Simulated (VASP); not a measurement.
Computed with r2SCAN+rVV10 with spin-orbit coupling, VASP's PBE PAW potentials (set 64) (plane waves; VASP).

A VASP calculation is set up with these files.

POSCAR:
```
Mo
1
   -1.5734091351     1.5734091351     1.5734091351
    1.5734091351    -1.5734091351     1.5734091351
    1.5734091351     1.5734091351    -1.5734091351
Mo
1
Direct
  0.0000000000   0.0000000000   0.0000000000
```

**KPOINTS**
```
Automatic mesh
0
Gamma
15 15 15
0 0 0
```

KPOINTS_OPT:
```
k-points along high-symmetry lines
8
Line-mode
Reciprocal
  0.000000   0.000000   0.000000 ! GAMMA
  0.500000  -0.500000   0.500000 ! H

  0.500000  -0.500000   0.500000 ! H
  0.000000   0.000000   0.500000 ! N

  0.000000   0.000000   0.500000 ! N
  0.000000   0.000000   0.000000 ! GAMMA

  0.000000   0.000000   0.000000 ! GAMMA
  0.250000   0.250000   0.250000 ! P

  0.250000   0.250000   0.250000 ! P
  0.500000  -0.500000   0.500000 ! H

  0.250000   0.250000   0.250000 ! P
  0.000000   0.000000   0.500000 ! N
```

INCAR:
```
ALGO=Normal
BPARAM=11.95
CPARAM=0.0093
EDIFF=1E-6
ENCUT=400
GGA_COMPAT=.FALSE.
ISMEAR=0
LASPH=.TRUE.
LCHARG=.FALSE.
LMAXMIX=4
LMIXTAU=.TRUE.
LREAL=.FALSE.
LSORBIT=.TRUE.
LUSE_VDW=.TRUE.
LWAVE=.FALSE.
MAGMOM=3*0
METAGGA=R2SCAN
NELM=100
PREC=Accurate
SIGMA=0.05
SYSTEM=Mo
```

POTCAR, in this order: Mo_sv (PBE.64 set). Program: vasp_ncl.

What VASP printed:

**OSZICAR**
```
       N       E                     dE             d eps       ncg     rms          rms(c)
DAV:   1     0.977300477908E+02    0.97730E+02   -0.74533E+03  5296   0.113E+03
DAV:   2    -0.300721521236E+02   -0.12780E+03   -0.12366E+03  5970   0.384E+02
DAV:   3    -0.322988729498E+02   -0.22267E+01   -0.22097E+01  6354   0.522E+01
DAV:   4    -0.323074859314E+02   -0.86130E-02   -0.86116E-02  5694   0.355E+00
DAV:   5    -0.323075464720E+02   -0.60541E-04   -0.60539E-04  6362   0.272E-01    0.185E+01
DAV:   6    -0.251669636828E+02    0.71406E+01   -0.41612E+00  5594   0.270E+01    0.204E+00
DAV:   7    -0.259859301185E+02   -0.81897E+00   -0.19289E-01  5516   0.552E+00    0.176E+00
DAV:   8    -0.256025236165E+02    0.38341E+00   -0.45081E-01  5928   0.782E+00    0.238E+00
DAV:   9    -0.259148843375E+02   -0.31236E+00   -0.16104E-01  5754   0.367E+00    0.905E-01
DAV:  10    -0.259531280514E+02   -0.38244E-01   -0.72006E-03  5662   0.106E+00    0.389E-01
DAV:  11    -0.259541022282E+02   -0.97418E-03   -0.79920E-04  6152   0.358E-01    0.126E-01
DAV:  12    -0.259543665581E+02   -0.26433E-03   -0.28565E-04  5388   0.230E-01    0.245E-02
DAV:  13    -0.259544635929E+02   -0.97035E-04   -0.48816E-05  5778   0.103E-01    0.738E-03
DAV:  14    -0.259544399010E+02    0.23692E-04   -0.96113E-06  5754   0.419E-02    0.565E-03
DAV:  15    -0.259544498378E+02   -0.99368E-05   -0.88677E-07  4106   0.129E-02    0.325E-03
DAV:  16    -0.259544490668E+02    0.77102E-06   -0.19374E-07  2886   0.666E-03
   1 F= -.25954449E+02 E0= -.25953899E+02  d E =-.109952E-02  mag=    -0.0000     0.0000    -0.0000
       N       E                     dE             ncg
```

File OUTCAR:
```
------------------------ aborting loop because EDIFF is reached ----------------------------------------
  FORCE on cell =-STRESS in cart. coord.  units (eV):
  Direction    XX          YY          ZZ          XY          YZ          ZX
  --------------------------------------------------------------------------------------
  Total        0.0061929      0.0061929      0.0061929      0.0000000      0.0000000     -0.0000000
  in kB        0.6368210      0.6368210      0.6368210      0.0000000      0.0000000     -0.0000000
  external PRESSURE =       0.6368210 kB  Pullay stress =       0.0000000 kB
  volume of cell :       15.58
      direct lattice vectors                 reciprocal lattice vectors
    -1.573409135  1.573409135  1.573409135     0.000000000  0.317781300  0.317781300
     1.573409135 -1.573409135  1.573409135     0.317781300  0.000000000  0.317781300
     1.573409135  1.573409135 -1.573409135     0.317781300  0.317781300  0.000000000
 POSITION                                       TOTAL-FORCE (eV/Angst)
 -----------------------------------------------------------------------------------
      0.00000      0.00000      0.00000        -0.000000      0.000000      0.000000
 -----------------------------------------------------------------------------------
    total drift:                                0.000000     -0.000000      0.000000
  FREE ENERGIE OF THE ION-ELECTRON SYSTEM (eV)
  ---------------------------------------------------
  free  energy   TOTEN  =       -25.9544490668 eV

  energy  without entropy=      -25.9533495504  energy(sigma->0) =      -25.95389931

 Ion:    1  E_soc:     -0.1990296
```
(Selected blocks of OUTCAR.)

OUTCAR:
```
 val. band max:       12.5400161754   @ k =  -0.2667   0.2667   0.1333

 cond. band min:      12.5564870521   @ k =   0.1333   0.0667  -0.0000


 Fermi energy:        12.5488860569

 k-point     1 :       0.0000    0.0000    0.0000
  band No.  band energies     occupation
      1     -50.6185      1.00000
      2     -50.6185      1.00000
      3     -24.7821      1.00000
      4     -24.7821      1.00000
      5     -22.2542      1.00000
      6     -22.2542      1.00000
      7     -22.2542      1.00000
      8     -22.2542      1.00000
      9       4.9016      1.00000
     10       4.9016      1.00000
     11      11.1152      1.00000
     12      11.1152      1.00000
     13      11.1152      1.00000
     14      11.1152      1.00000
     15      11.2561      1.00000
     16      11.2561      1.00000
     17      14.5178      0.00000
     18      14.5178      0.00000
     19      14.5178      0.00000
     20      14.5178      0.00000
     21      28.0780      0.00000
     22      28.0780      0.00000

 k-point     2 :       0.0667    0.0000    0.0000
  band No.  band energies     occupation
      1     -50.6060      1.00000
      2     -50.6060      1.00000
      3     -24.8085      1.00000
      4     -24.8085      1.00000
      5     -22.3085      1.00000
      6     -22.3085      1.00000
      7     -22.2644      1.00000
      8     -22.2644      1.00000
      9       5.1095      1.00000
     10       5.1095      1.00000
     11      11.0253      1.00000
     12      11.0253      1.00000
     13      11.1381      1.00000
     14      11.1381      1.00000
     15      11.3773      1.00000
     16      11.3773      1.00000
     17      14.3423      0.00000
     18      14.3423      0.00000
     19      14.5200      0.00000
     20      14.5200      0.00000
     21      28.2318      0.00000
     22      28.2318      0.00000

 k-point     3 :       0.1333    0.0000    0.0000
  band No.  band energies     occupation
      1     -50.5703      1.00000
...
```

The structure comes from a measured Mo entry (Im-3m) of the Crystallography Open Database, whose conditions weren't checked. It was relaxed first.
